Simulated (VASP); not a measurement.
Computed with PBEsol GGA, VASP's PBE PAW potentials (set 64) (plane waves; VASP).

VASP ran on this input.

INCAR:
```
# general
SYSTEM =MnC
PREC   =Accurate
ENCUT  =520   # plane-wave cut-off (eV)
LREAL  =.FALSE.
LASPH  =.TRUE.

# electronic loop
EDIFF  =1E-6
NELM   =100   # most electronic steps
ALGO   =Normal   # blocked Davidson
LMAXMIX=4

# smearing
ISMEAR =1   # Methfessel-Paxton
SIGMA  =0.1

# functional
GGA    =PS

# spin
ISPIN  =2   # spin-polarised
MAGMOM =2*4.0 2*0.0

# ions
IBRION =2   # conjugate gradients
NSW    =60   # most ionic steps
ISIF   =3   # ions, shape and volume
EDIFFG =-0.02   # ionic stop

# output
LWAVE  =.FALSE.
LCHARG =.FALSE.
LORBIT =10
```

File KPOINTS:
```
Automatic mesh
0
Gamma
12 12 6
0 0 0
```

### POSCAR
```
MnC
1
    2.6389075575    -0.0000000000     0.0000000000
   -1.3194537788     2.2853610182    -0.0000000000
    0.0000000000     0.0000000000     5.1062442423
Mn C
2 2
Direct
  0.0000000000   0.0000000000   0.0000000000
  0.0000000000   0.0000000000   0.5000000000
  0.3333330000   0.6666670000   0.2500000000
  0.6666670000   0.3333330000   0.7500000000
```

POTCAR, in this order: Mn_pv C (PBE.64 set). Program: vasp_std.

Output of the run:

OSZICAR:
```
       N       E                     dE             d eps       ncg     rms          rms(c)
DAV:   1     0.339794713830E+03    0.33979E+03   -0.19260E+04  7976   0.179E+03
DAV:   2    -0.236413940118E+02   -0.36344E+03   -0.34454E+03  8058   0.477E+02
DAV:   3    -0.456388318171E+02   -0.21997E+02   -0.21380E+02  7949   0.123E+02
DAV:   4    -0.460859978449E+02   -0.44717E+00   -0.44541E+00  7931   0.174E+01
DAV:   5    -0.460920718266E+02   -0.60740E-02   -0.60724E-02  8277   0.217E+00    0.486E+01
DAV:   6    -0.481078346817E+02   -0.20158E+01   -0.84721E+01  8078   0.116E+02    0.310E+01
DAV:   7    -0.391321528263E+02    0.89757E+01   -0.42138E+01  7888   0.806E+01    0.118E+01
DAV:   8    -0.388113976625E+02    0.32076E+00   -0.30799E+00  8107   0.167E+01    0.370E+00
DAV:   9    -0.388111634282E+02    0.23423E-03   -0.12975E-01  8151   0.332E+00    0.189E+00
DAV:  10    -0.388106731435E+02    0.49028E-03   -0.17079E-02  8731   0.136E+00    0.706E-01
DAV:  11    -0.388113115940E+02   -0.63845E-03   -0.82757E-03  8584   0.677E-01    0.169E-01
DAV:  12    -0.388114668941E+02   -0.15530E-03   -0.77177E-04  8087   0.241E-01    0.114E-01
DAV:  13    -0.388114709944E+02   -0.41003E-05   -0.14769E-04  7844   0.949E-02    0.439E-02
DAV:  14    -0.388114832486E+02   -0.12254E-04   -0.15338E-05  8912   0.428E-02    0.163E-02
DAV:  15    -0.388114846916E+02   -0.14430E-05   -0.47401E-06  7448   0.202E-02    0.630E-03
DAV:  16    -0.388114857005E+02   -0.10089E-05   -0.10132E-06  4008   0.814E-03    0.401E-03
DAV:  17    -0.388114859600E+02   -0.25954E-06   -0.24350E-07  3905   0.454E-03
   1 F= -.38811486E+02 E0= -.38811763E+02  d E =-.388115E+02  mag=     0.0001
       N       E                     dE             d eps       ncg     rms          rms(c)
DAV:   1    -0.388168301989E+02   -0.53445E-02   -0.12626E-01  7786   0.309E+00    0.628E-01
DAV:   2    -0.388141287616E+02    0.27014E-02   -0.15164E-02  7937   0.163E+00    0.442E-01
DAV:   3    -0.388123093705E+02    0.18194E-02   -0.50675E-03  7798   0.105E+00    0.220E-01
DAV:   4    -0.388117580586E+02    0.55131E-03   -0.13791E-03  7764   0.343E-01    0.318E-02
DAV:   5    -0.388117478748E+02    0.10184E-04   -0.84094E-05  7941   0.780E-02    0.202E-02
DAV:   6    -0.388117421542E+02    0.57207E-05   -0.43193E-06  7563   0.213E-02    0.107E-02
DAV:   7    -0.388117406996E+02    0.14545E-05   -0.88638E-07  4824   0.948E-03    0.236E-03
DAV:   8    -0.388117406843E+02    0.15277E-07   -0.14307E-07  3883   0.328E-03
   2 F= -.38811741E+02 E0= -.38812013E+02  d E =-.254724E-03  mag=     0.0000
       N       E                     dE             d eps       ncg     rms          rms(c)
DAV:   1    -0.388125519031E+02   -0.81120E-03   -0.16904E-02  7782   0.113E+00    0.231E-01
DAV:   2    -0.388121958426E+02    0.35606E-03   -0.21177E-03  7977   0.613E-01    0.166E-01
DAV:   3    -0.388119306055E+02    0.26524E-03   -0.69915E-04  7807   0.389E-01    0.790E-02
DAV:   4    -0.388118663651E+02    0.64240E-04   -0.17934E-04  7778   0.119E-01    0.122E-02
DAV:   5    -0.388118656095E+02    0.75561E-06   -0.10605E-05  7940   0.285E-02    0.733E-03
DAV:   6    -0.388118654022E+02    0.20731E-06   -0.62346E-07  3936   0.841E-03
   3 F= -.38811865E+02 E0= -.38812143E+02  d E =-.379442E-03  mag=     0.0000
```

**OUTCAR**
```
------------------------ aborting loop because EDIFF is reached ----------------------------------------
  FORCE on cell =-STRESS in cart. coord.  units (eV):
  Direction    XX          YY          ZZ          XY          YZ          ZX
  --------------------------------------------------------------------------------------
  Total        0.0671178      0.0671178      0.0535158     -0.0000000     -0.0000000      0.0000000
  in kB        3.4943893      3.4943894      2.7862244     -0.0000000     -0.0000000      0.0000000
  external PRESSURE =       3.2583344 kB  Pullay stress =       0.0000000 kB
  volume of cell :       30.77
      direct lattice vectors                 reciprocal lattice vectors
     2.640849223 -0.000000000  0.000000000     0.378666071  0.218622955 -0.000000000
    -1.320424612  2.287042550 -0.000000000     0.000000000  0.437245910 -0.000000000
     0.000000000  0.000000000  5.095173022    -0.000000000  0.000000000  0.196264189
 POSITION                                       TOTAL-FORCE (eV/Angst)
 -----------------------------------------------------------------------------------
      0.00000      0.00000      0.00000        -0.000000     -0.000000      0.000000
      0.00000      0.00000      2.54759        -0.000000     -0.000000      0.000000
     -0.00000      1.52470      1.27379         0.000000     -0.000000     -0.000000
      1.32043      0.76235      3.82138        -0.000000      0.000000      0.000000
 -----------------------------------------------------------------------------------
    total drift:                                0.000000      0.000000      0.000000
  FREE ENERGIE OF THE ION-ELECTRON SYSTEM (eV)
  ---------------------------------------------------
  free  energy   TOTEN  =       -38.8118654022 eV

  energy  without entropy=      -38.8126987919  energy(sigma->0) =      -38.81214320

 total charge

# of ion       s       p       d       tot
------------------------------------------
    1        0.386   6.541   5.373  12.300
    2        0.386   6.541   5.373  12.300
    3        0.891   1.489   0.000   2.379
    4        0.891   1.489   0.000   2.379
--------------------------------------------------
tot          2.553  16.060  10.746  29.359

 magnetization (x)

# of ion       s       p       d       tot
------------------------------------------
    1       -0.000  -0.000   0.000   0.000
    2       -0.000  -0.000   0.000   0.000
    3       -0.000  -0.000   0.000  -0.000
    4       -0.000  -0.000   0.000  -0.000
--------------------------------------------------
tot         -0.000  -0.000   0.000   0.000

 reached required accuracy - stopping structural energy minimisation
```
(Selected blocks of OUTCAR.)

CONTCAR:
```
MnC
   1.00000000000000
     2.6408492232334635   -0.0000000000000425    0.0000000000000000
    -1.3204246116668055    2.2870425501284828   -0.0000000000000000
     0.0000000000000000    0.0000000000000000    5.0951730222144533
  Mn              C
     2     2
Direct
     0.0000000000000000    0.0000000000000000    0.0000000000000000
     0.0000000000000000    0.0000000000000000    0.5000000000000000
     0.3333330000000032    0.6666669999999968    0.2500000000000000
     0.6666669999999968    0.3333330000000032    0.7500000000000000
```

The moments were started parallel, and other spin orders were not tried in this run.

The structure was generated: MnC was put into the NiAs type type (P6_3/mmc), which need not be its known phase. This run relaxes it. Symmetry was kept, so distortions that lower it aren't found. The start is the result of an earlier pass.
